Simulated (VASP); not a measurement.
# Ge2Pt (space group Pnnm): computed properties

Computed with PBEsol GGA, VASP's PBE PAW potentials (set 64) (plane waves; VASP).

space group: Pnnm (58)
cell: a = 5.7810 Å, b = 6.1980 Å, c = 2.9144 Å, α = β = γ = 90.00°
volume per atom: 17.40 Å^3/atom
band gap (over mesh and band path): none (metal, semimetal or under 0.01 eV)
density: 10.82 g/cm³

```
CELL_PARAMETERS angstrom
      5.78104     0.00000     0.00000
      0.00000     6.19796     0.00000
      0.00000     0.00000     2.91438
ATOMIC_POSITIONS crystal
  Pt 0.00000 0.00000 0.00000
  Pt 0.50000 0.50000 0.50000
  Ge 0.16708 0.62823 0.00000
  Ge 0.83292 0.37177 0.00000
  Ge 0.33292 0.12823 0.50000
  Ge 0.66708 0.87177 0.50000
```

Unless said otherwise, spin-orbit coupling is left out, though it shifts the bands of the heavy elements here.

The structure comes from a measured Ge2Pt entry (Pnnm) of the Crystallography Open Database, whose conditions weren't checked. It was relaxed first. Symmetry was kept, so distortions that lower it aren't found.
